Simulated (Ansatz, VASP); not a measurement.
# Cross-check of Si (amorphous Si) between VASP and Ansatz

One calculation is typed for both programs; each brings its own data sets. How far apart do they land? The cell is taken from a series of runs on this material, whose earlier steps may have relaxed, scaled, displaced or heated it; both programs get it as it stands.

Calculated with Ansatz 0.2.0; plane waves, with VASP 6.6.1 beside it; single point at LDA.

**1. Set-up**

The cell holds 132 atoms: 132 Si. Its edges and angles: a = 13.618 Å, b = 13.919 Å, c = 13.732 Å, α = 88.2°, β = 90.2°, γ = 89.0°. As first built, before any earlier steps moved the atoms (in the runner's words): 132 atoms (132 Si) placed at random at 2.26 g/cm^3, melted at 2500 K for 20 ps at fixed volume with the modified Tersoff potential (Kumagai, Izumi, Hara and Sakai, Comput. Mater. Sci. 39, 457 (2007)). Quenched from 2500 K to 300 K at 20 K/ps and fixed volume, held 5 ps. The density is a measured one.

**2. VASP: single point, LDA**

With cell and atoms fixed, the geometry can't cause a difference; cores, projectors, grids and the points listed under the comparison can.

Lines of VASP's logs that name or quote its potential files are left out, and so is its time.

The input, INCAR:

```
SYSTEM = Si
PREC = Accurate
ENCUT = 500
EDIFF = 1E-06
NELM = 120
ISMEAR = 0
SIGMA = 0.05
LREAL = Auto
ALGO = Normal
GGA = PW92
NBANDS = 356
LORBIT = 11
LWAVE = .FALSE.
LCHARG = .FALSE.
ISIF = 2
LASPH = .TRUE.
GGA_COMPAT = .FALSE.
EFERMI = MIDGAP
```

The input, POSCAR:

```
Si
1.0
   13.6176300000      0.1195700000     -0.0195600000
    0.1195700000     13.9167600000      0.2161100000
   -0.0195600000      0.2161100000     13.7305000000
Si
132
Direct
    0.0996800000      0.1892800000      0.3641700000
    0.1046100000      0.9998900000      0.7896900000
    0.1776100000      0.1420400000      0.1471800000
    0.2263900000      0.3011800000      0.1388100000
    0.6441100000      0.7627600000      0.1547100000
    0.6985000000      0.0736800000      0.0829400000
    0.7969500000      0.8247800000      0.1807200000
    0.7287300000      0.7965600000      0.7660700000
    0.9130000000      0.7233600000      0.9042300000
    0.8342400000      0.1542500000      0.6835800000
    0.7060900000      0.1078600000      0.9080500000
    0.2429800000      0.1407900000      0.5951100000
    0.3486900000      0.6186900000      0.5844400000
    0.9913500000      0.4736700000      0.8316900000
    0.5976500000      0.5027900000      0.1276600000
    0.9814700000      0.9931700000      0.5120900000
    0.2566500000      0.1521000000      0.9103100000
    0.4427000000      0.1885900000      0.4158200000
    0.3733200000      0.9019900000      0.6057300000
    0.0363000000      0.8797500000      0.1816400000
    0.2598400000      0.3068200000      0.5574400000
    0.9216000000      0.7197400000      0.5614500000
    0.0735300000      0.7423900000      0.8311900000
    0.9638000000      0.1163300000      0.0524200000
    0.1696800000      0.8004600000      0.9589800000
    0.8429000000      0.9859800000      0.1092500000
    0.9821900000      0.2537800000      0.4778300000
    0.2331500000      0.6627900000      0.0331300000
    0.4482100000      0.9402500000      0.4589000000
    0.9606600000      0.8651300000      0.6206000000
[... 96 atom lines left out ...]
    0.2251800000      0.5318400000      0.6751500000
    0.5380400000      0.8675900000      0.2329000000
    0.0967400000      0.3909400000      0.0684800000
    0.6349100000      0.0126400000      0.7911300000
    0.8643600000      0.1291100000      0.8513100000
    0.2777800000      0.3733900000      0.7154500000
```

The input, KPOINTS:

```
Automatic mesh
0
Gamma
1 1 1
0 0 0
```

PAW data sets: Si (LDA family, release 64).

Started as:

```
export OMP_NUM_THREADS=3
mpirun -np 1 vasp_gam
```

Numbers of over 12 decimals in the logs are rounded to 6 here.

Log:

```text
[banner, memory and clock lines left out]
running    1 mpi-ranks, on    1 nodes
[...]
Offloading initialized ...    1 GPUs detected
[...]
|                                                                             |
|               ----> ADVICE to this user running VASP <----                  |
|                                                                             |
|     You enforced a specific xc type in the INCAR file but a different       |
|     [... a line on the potential file left out ...]
|     I HOPE YOU KNOW WHAT YOU ARE DOING!                                     |
|                                                                             |

 LDA part: xc-table for (Slater(with rela. corr.)+PW92), standard interpolation
 POSCAR, INCAR and KPOINTS ok, starting setup
[...]
entering main loop
       N       E                     dE             d eps       ncg     rms          rms(c)
DAV:   1     0.251608348702E+04    0.25161E+04   -0.22552E+05   712   0.127E+03
DAV:   2    -0.443747818306E+03   -0.29598E+04   -0.27630E+04   908   0.215E+02
DAV:   3    -0.769025287630E+03   -0.32528E+03   -0.31702E+03   888   0.631E+01
DAV:   4    -0.779636033166E+03   -0.10611E+02   -0.10495E+02   880   0.135E+01
[...]
DAV:  14    -0.760338447238E+03   -0.51304E-05   -0.38472E-05   832   0.951E-03    0.309E-02
DAV:  15    -0.760338445190E+03    0.20483E-05   -0.16524E-05   872   0.485E-03    0.149E-02
DAV:  16    -0.760338445508E+03   -0.31826E-06   -0.22452E-06   496   0.197E-03
   1 F= -.76033845E+03 E0= -.76033807E+03  d E =-.750886E-03
```

Parts of OUTCAR (step 2):

```text
  FREE ENERGIE OF THE ION-ELECTRON SYSTEM (eV)
  ---------------------------------------------------
  free  energy   TOTEN  =      -760.3384455085 eV

  energy  without entropy=     -760.3376946226  energy(sigma->0) =     -760.33807007
```

The run ends at a pressure of 0.00 GPa, with forces up to 0.021 eV/Å.

**3. Ansatz: single point, LDA**

Ansatz runs on its default PAW (the set named soft_2) files.

The same cell, functional (in two slightly different forms), mesh and smearing now go to Ansatz, which takes its cutoff from its data sets.

The input, input.yaml:

```yaml
crystal:
  lattice:
    - [13.61763, 0.11957, -0.01956]
    - [0.11957, 13.91676, 0.21611]
    - [-0.01956, 0.21611, 13.7305]
  atoms:
    - { symbol: Si, position: [0.09968, 0.18928, 0.36417] }
    - { symbol: Si, position: [0.10461, 0.99989, 0.78969] }
    - { symbol: Si, position: [0.17761, 0.14204, 0.14718] }
    - { symbol: Si, position: [0.22639, 0.30118, 0.13881] }
    - { symbol: Si, position: [0.64411, 0.76276, 0.15471] }
    - { symbol: Si, position: [0.6985, 0.07368, 0.08294] }
    - { symbol: Si, position: [0.79695, 0.82478, 0.18072] }
    - { symbol: Si, position: [0.72873, 0.79656, 0.76607] }
    - { symbol: Si, position: [0.913, 0.72336, 0.90423] }
    - { symbol: Si, position: [0.83424, 0.15425, 0.68358] }
    - { symbol: Si, position: [0.70609, 0.10786, 0.90805] }
    - { symbol: Si, position: [0.24298, 0.14079, 0.59511] }
    - { symbol: Si, position: [0.34869, 0.61869, 0.58444] }
    - { symbol: Si, position: [0.99135, 0.47367, 0.83169] }
    - { symbol: Si, position: [0.59765, 0.50279, 0.12766] }
    - { symbol: Si, position: [0.98147, 0.99317, 0.51209] }
    - { symbol: Si, position: [0.25665, 0.1521, 0.91031] }
    - { symbol: Si, position: [0.4427, 0.18859, 0.41582] }
    - { symbol: Si, position: [0.37332, 0.90199, 0.60573] }
    - { symbol: Si, position: [0.0363, 0.87975, 0.18164] }
    - { symbol: Si, position: [0.25984, 0.30682, 0.55744] }
    - { symbol: Si, position: [0.9216, 0.71974, 0.56145] }
    - { symbol: Si, position: [0.07353, 0.74239, 0.83119] }
    - { symbol: Si, position: [0.9638, 0.11633, 0.05242] }
    - { symbol: Si, position: [0.16968, 0.80046, 0.95898] }
    - { symbol: Si, position: [0.8429, 0.98598, 0.10925] }
    - { symbol: Si, position: [0.98219, 0.25378, 0.47783] }
    - { symbol: Si, position: [0.23315, 0.66279, 0.03313] }
    - { symbol: Si, position: [0.44821, 0.94025, 0.4589] }
    - { symbol: Si, position: [0.96066, 0.86513, 0.6206] }
[... 96 atom lines left out ...]
    - { symbol: Si, position: [0.22518, 0.53184, 0.67515] }
    - { symbol: Si, position: [0.53804, 0.86759, 0.2329] }
    - { symbol: Si, position: [0.09674, 0.39094, 0.06848] }
    - { symbol: Si, position: [0.63491, 0.01264, 0.79113] }
    - { symbol: Si, position: [0.86436, 0.12911, 0.85131] }
    - { symbol: Si, position: [0.27778, 0.37339, 0.71545] }
kpoints:
  mp_grid: { grid: [1, 1, 1] }
hamiltonian:
  xc: lda
scf:
  occupations: { method: gaussian, width: 0.05 }
output:
  forces: true
  stress: true
  populations: intrinsic
  dos:
    method: { smearing: { sigma: 0.08 } }
    de: 0.1
    projected: { site_lists: { Si: [Si] } }
  eigenvalues: true
  write_density: true
  write_potential: true
  volumetric_format: npy
```

Started as:

```
ansatz run input.yaml --threads 4 --pin off --max-ram 8192MiB --backend cpu --events-out ev --progress --plain --runs-dir out
```

Log:

```text
Engine: ansatz 0.2.0, aarch64-unknown-linux-gnu
Pseudopotentials: kind: paw
Pseudopotential: Si, paw, valence charge 4, recommended cutoff 420 eV (normal), Si.paw.azcp
Functional definition: SPW92
  exchange = slater_x
  correlation = pw_c
Crystal: 132 atoms, lattice volume = 2601.274 Å³
Basis set: ecut = 420 eV, 50823 PW (Γ)
Bands: 396, of which v1, the nominal top of the filled ones, is band 264 counted from 1 (263 counted from 0)
Symmetry: 1 space group operations
Space group: P1 (ITA 1), of the structure as read, at distance tolerance 1.4e-4 Å
k-points: 1
Non-local potential: Si, projectors of the file, l = 0: 2, l = 1: 2, l = 2: 2
PAW form: soft (Blöchl's): semilocal exchange-correlation on the pseudo side does not see the compensation charge
PAW frozen core: Si, regenerated for the run's functional, and the local potential with it (the file was generated under x = pbe(κ = 0.804, μ = 0.219515), c = pbe(β = 0.066725))
PAW one-centre angular grid: Si, 110 points (default); XC on 64 Gauss nodes
Initial density: superposition of atomic densities (neutral atoms: chi_scale 0, normalization atom), corrected by the library's trained network
Initial wavefunctions: pseudopotential atomic-orbital guess
Functional: x = slater, c = lda
SCF iter   1: F=—  HF=-80315.816866 eV  |F-HF|=—  |Δ(HF+E_count)|=         —  Δρ=4.67e-3  dr2=1.12e0  ethr=1.77e-3  ⟨swp⟩=6.0  Hψ=1830  notcnv=0  defer=68
preconditioner: auto → Resta (q_TF=auto, 2.092 Å⁻¹)  ε∞=5.7  [insulator: Δε(μ)=0.273 eV  Ē_g=7.678 eV  σ=0.050 eV  W_gap=1.00  n_scr=408 (ndim 8)  ℏωp=16.7 eV  f_vac=0.000  D(μ)=0.03/eV (n_scr^D=0)  ε∞_Penn≈5.7]
SCF iter   2: F=—  HF=-80315.645712 eV  |F-HF|=—  |Δ(HF+E_count)|=   1.71e-1  Δρ=2.52e-3  dr2=2.43e-1  ethr=2.12e-4  ⟨swp⟩=2.0  Hψ=463  notcnv=0  defer=71
SCF iter   3: F=—  HF=-80315.590535 eV  |F-HF|=—  |Δ(HF+E_count)|=   5.52e-2  Δρ=3.46e-4  dr2=3.52e-3  ethr=4.60e-5  ⟨swp⟩=3.0  Hψ=651  notcnv=0  defer=71
SCF iter   4: F=—  HF=-80315.589955 eV  |F-HF|=—  |Δ(HF+E_count)|=   5.81e-4  Δρ=6.69e-5  dr2=2.37e-4  ethr=6.67e-7  ⟨swp⟩=3.0  Hψ=601  notcnv=0  defer=71
SCF iter   5: F=—  HF=-80315.589915 eV  |F-HF|=—  |Δ(HF+E_count)|=   4.00e-5  Δρ=1.77e-5  dr2=2.13e-5  ethr=4.49e-8  ⟨swp⟩=2.0  Hψ=373  notcnv=0  defer=71
SCF iter   6: F=—  HF=-80315.589748 eV  |F-HF|=—  |Δ(HF+E_count)|=   1.67e-4  Δρ=5.21e-6  dr2=2.30e-6  ethr=4.03e-9  ⟨swp⟩=3.0  Hψ=581  notcnv=0  defer=123
SCF iter   7: F=—  HF=-80315.589748 eV  |F-HF|=—  |Δ(HF+E_count)|=   1.74e-7  Δρ=1.32e-6  dr2=2.09e-7  ethr=4.36e-10  ⟨swp⟩=2.0  Hψ=372  notcnv=0  defer=123
SCF iter   8: F=-80315.589748 eV  HF=-80315.589748 eV  |F-HF|=1.11e-8  |Δ(HF+E_count)|=   6.23e-9  Δρ=4.24e-7  dr2=2.06e-8  ethr=1.89e-11  ⟨swp⟩=18.0  Hψ=3629  notcnv=0
SCF 1 converged in 8 iterations: F = -80315.589748 eV  dr2 = 2.06e-8
  greatest PAW one-centre occupation: 0.684 electrons in one spin orbital (limit 2), on the Si atom at site 23 (counted from 0), in its partial waves of l = 0
SCF converged after 8 iterations
Free energy (F): -80315.589748 eV
Harris-Foulkes:  -80315.589748 eV  (|F-HF|=1.11e-8)
Internal energy: -80315.588973 eV  (E = F + TS)
E sigma→0 (E₀):  -80315.589360 eV
Entropy (-TS):   -0.000775 eV (-0.006 meV/atom)
Fermi energy:    6.545895 eV
--- Per-component energies (eV) ---
  E_band       = 580.383869
  E_kinetic    = 5373.625104
  E_local      = -4490.900555  (includes V_loc(G=0)·N_el)
  E_nonlocal   = 3574.225773
  E_hartree    = 1369.698476
  E_xc         = -7252.637627
  E_vxc        = -6243.208738  (∫ρ·V_xc dr)
  E_paw        = -64163.453725  (= ΣΔE_a)
  E_vpaw       = -372.754573  (= ΣTr[D̂ρ^β])
  E_aug_tail   = 0.000756  (compensation charges beyond the density's cutoff)
  E_ewald      = -14737.278832
  E_core_change = 11.131656  (= ΣΔE_core)
  E_smearing   = -0.000775  (= −TS)
  E_closure    = 0.000000  (closes the sum)
  Σ components = -80315.589748   (vs F -80315.589748, Δ=0.00e0)
--- Forces (eV/Å), atoms counted from 1 ---
  atom   1  Si     0.00654242     0.00108684     0.00012174
  atom   2  Si     0.00107246     0.00018707     0.00107884
  atom   3  Si     0.01068681     0.00631825     0.00825853
  atom   4  Si    -0.00269284    -0.00276918     0.00104759
  atom   5  Si     0.00014842     0.00438461    -0.00140542
  atom   6  Si     0.00298951    -0.00333939    -0.00007401
  atom   7  Si     0.00596948    -0.00790187     0.00139828
  atom   8  Si     0.00274589    -0.00438522    -0.00166748
  atom   9  Si     0.00713850     0.00078603    -0.00422283
  atom  10  Si     0.00058007    -0.00287154     0.00000199
  atom  11  Si     0.00394136     0.00025632     0.00211217
  atom  12  Si     0.00121011     0.00014445     0.00121012
  atom  13  Si    -0.00206400    -0.00042856    -0.00046403
  atom  14  Si     0.00115185    -0.00215752     0.00225222
  atom  15  Si     0.00094045    -0.00143925    -0.00043834
  atom  16  Si    -0.00093417     0.00190731     0.00068554
[...]
atom  99  Si     0.00107014     0.00055813    -0.00073387
  atom 100  Si    -0.00031224    -0.00228303     0.00243719
  atom 101  Si    -0.00491437    -0.00167327    -0.00227086
  atom 102  Si     0.00603339    -0.00055903     0.00308434
  atom 103  Si    -0.00087613     0.00060052    -0.00106646
  atom 104  Si     0.00199222    -0.00062076     0.00438810
  atom 105  Si     0.00521320    -0.00239231     0.00429283
  atom 106  Si    -0.00131242     0.00033116     0.00003753
[...]
atom 125  Si    -0.00075717    -0.00031211    -0.00160767
  atom 126  Si    -0.00003132     0.00010323     0.00132114
  atom 127  Si     0.00410047    -0.00053963    -0.00215346
  atom 128  Si    -0.00086841    -0.00194884     0.00091180
  atom 129  Si     0.00299001    -0.00030694     0.00406502
  atom 130  Si    -0.00129079     0.00305581     0.00188876
  atom 131  Si    -0.00334336     0.00080790    -0.00062561
  atom 132  Si    -0.00128863     0.00227824     0.00107353
  max |Σ_I F_I| component: 6.16e-5 eV/Å
--- Stress (GPa, compression-positive) ---
        0.011085      -0.015777       0.004638
       -0.015777       0.005541      -0.015030
        0.004638      -0.015030       0.001475
  P = ⅓ Tr σ = 0.0060 GPa (0.060 kbar)
--- Band table (eV) ---
  k-point 0: bands = [... 260 lower, 5.8721, 5.9871, 6.2716, 6.4423, 6.6496, 6.6915, 6.7382, 6.8779, ... 128 higher]
--- intrinsic populations: 132 sites ---
  site symbol       q [e]
     0     Si      4.0087
     1     Si      4.0241
     2     Si      3.9434
     3     Si      4.0089
     4     Si      4.0045
     5     Si      4.0123
     6     Si      4.0685
     7     Si      3.9514
     8     Si      3.9652
     9     Si      3.9971
    10     Si      4.0035
    11     Si      4.0010
    12     Si      3.9957
    13     Si      3.9841
    14     Si      3.9847
    15     Si      4.0135
    16     Si      3.9932
    17     Si      4.0173
    18     Si      4.0125
    19     Si      3.9162
    20     Si      4.0067
    21     Si      4.0088
    22     Si      4.0047
    23     Si      3.9628
[...]
124     Si      4.0392
   125     Si      4.0300
   126     Si      4.0022
   127     Si      4.0490
   128     Si      3.9953
   129     Si      4.0324
   130     Si      3.9754
   131     Si      4.0181
  spilling = 0.000000 (of n_electrons = 528.000000)
```

**4. Comparison**

Known differences besides the potentials themselves: the two LDA forms differ slightly; the cutoff is 420 eV in Ansatz and 500 eV in VASP (PREC = Accurate, projectors in real space); VASP's log shows a relativistic correction to its local exchange, Ansatz's none. Total energies have different zeros and are not compared.

Compared:

```
              quantity  Ansatz   VASP  difference
        pressure (GPa)    0.01   0.00       +0.01
gap on the k mesh (eV)   0.207  0.208      -0.001
```

At this near-relaxed geometry the largest component of a force difference is 9 meV/Å. A gap on the mesh is an upper bound, since the band edges may lie between its points.

**5. What came out**

```
difference in gap on the k mesh (single point, LDA) : -7.5e-4 eV
```

The difference in gap on the k mesh is -7.5e-4 eV (single point, LDA), within the 0.08 eV picked in this series as the mark of a large difference. Such differences can come from data sets, numerical settings and the points named under the comparisons, not from the functional's error against experiment.

[Lines on the potential files, build, host, timing and source positions are cut from VASP's logs without a mark.]

[Logs are printed without paths, hosts, clocks, repeated set-up lines and the standing remarks that a program may print on its own settings, such as how far it seeks lower states.]

[Hosts, paths, dates, database ids (printed as entryN), source tags and the programs' standing remarks are cut or masked in the printed files.]
